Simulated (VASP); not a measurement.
A convergence study with VASP on TbN (space group Fm-3m): one setting is varied, all else stays as given below, so the limit is that of these other settings. Each run relaxes cell and ions from the cell shown. The basis is that of the starting cell, so low cut-offs carry a Pulay error.

```
CELL_PARAMETERS angstrom
      0.00000     2.46267     2.46267
      2.46267     0.00000     2.46267
      2.46267     2.46267     0.00000
ATOMIC_POSITIONS crystal
  Tb 0.50000 0.50000 0.50000
  N  0.00000 0.00000 0.00000
```

Method: PBEsol GGA, VASP's PBE PAW potentials (set 64) (plane waves; VASP 6.6.1). The tightest run used: 800 eV cut-off, 8×8×8 Γ-centred mesh, Gaussian smearing of 0.050 eV, potentials Tb_3 N.

The 4f electrons are frozen in the core of the lanthanide potential, so 4f levels, which can set the real gap, and their magnetism are missing.

### Question
The settings run are ENCUT = 250; ENCUT = 300; ENCUT = 350; ENCUT = 400; ENCUT = 450; ENCUT = 500; ENCUT = 550; ENCUT = 600; ENCUT = 650; ENCUT = 700; ENCUT = 750; ENCUT = 800. From which on does the relaxed volume stay within 0.05 Å³/atom of the tightest run?…

### Answer
From ENCUT = 450 on: it is off by 0.038 there and by no more than 0.05 in any finer run, while ENCUT = 400 is off by 0.169.
| setting | relaxed volume (Å³/atom) | E (eV/atom) | plane waves | difference judged (Å³/atom) |
|---|---|---|---|---|
| ENCUT = 250 | 13.111 | -8.8508 | 290 | 1.491 |
| ENCUT = 300 | 13.729 | -8.6673 | 363 | 0.873 |
| ENCUT = 350 | 14.176 | -8.6159 | 459 | 0.425 |
| ENCUT = 400 | 14.432 | -8.6043 | 560 | 0.169 |
| ENCUT = 450 | 14.564 | -8.5996 | 660 | 0.038 |
| ENCUT = 500 | 14.599 | -8.5974 | 775 | 0.003 |
| ENCUT = 550 | 14.598 | -8.5973 | 893 | 0.004 |
| ENCUT = 600 | 14.592 | -8.5982 | 1012 | 0.010 |
| ENCUT = 650 | 14.586 | -8.5992 | 1158 | 0.015 |
| ENCUT = 700 | 14.593 | -8.6000 | 1283 | 0.009 |
| ENCUT = 750 | 14.597 | -8.6005 | 1411 | 0.004 |
| ENCUT = 800 | 14.602 | -8.6007 | 1572 | 0.000 |

Left out are rungs that failed or repeat a setting and relaxations that didn't move; long series are thinned to 24 rows.

The structure comes from a computed database's TbN entry (Fm-3m); how it stands against other phases isn't given here.
